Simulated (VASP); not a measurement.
Crystal: RuF2.

```
Ru F
1.0
     0.00000    2.40874    2.40874
     2.40874    0.00000    2.40874
     2.40874    2.40874    0.00000
Ru F
1 2
Direct
  0.00000 0.00000 0.00000
  0.25000 0.25000 0.25000
  0.75000 0.75000 0.75000
```

The cell comes from a database or a generator and needn't be the stable form of this composition.

Base run:

```yaml
Program: VASP 6.6.1
Functional: PBE
Potentials_or_basis: VASP PAW PBE potentials, release 64 (Ru_pv, F)
Cutoff: 520 eV
k_mesh: 7 × 7 × 7
Occupations: gaussian, width 0.05 eV
Spin: collinear spin, ferromagnetic start
Starting_moments: "[1.0, 0.0, 0.0] μB"
Fixed_moment: 1 μB
Hubbard_terms: Ru d U = 4 eV
```

Its results: pressure 66.7 GPa; site moments Ru +0.96; F +0.01 μB.

After a change of settings the same cell gave: pressure 66.1 GPa; site moments Ru +0.93; F +0.01 μB. Which change was it?
A. fixed moment from 1 μB to none; hubbard terms from Ru d U = 4 eV to Ru d U = 3 eV
B. fixed moment from 1 μB to none
C. hubbard terms from Ru d U = 4 eV to Ru d U = 3 eV

C.

Caveats: a pressure of tens of GPa on the cell as given is suspect, and the run, the potentials or the cell itself is likely at fault; the total moment is fixed, so each spin has its own Fermi level.
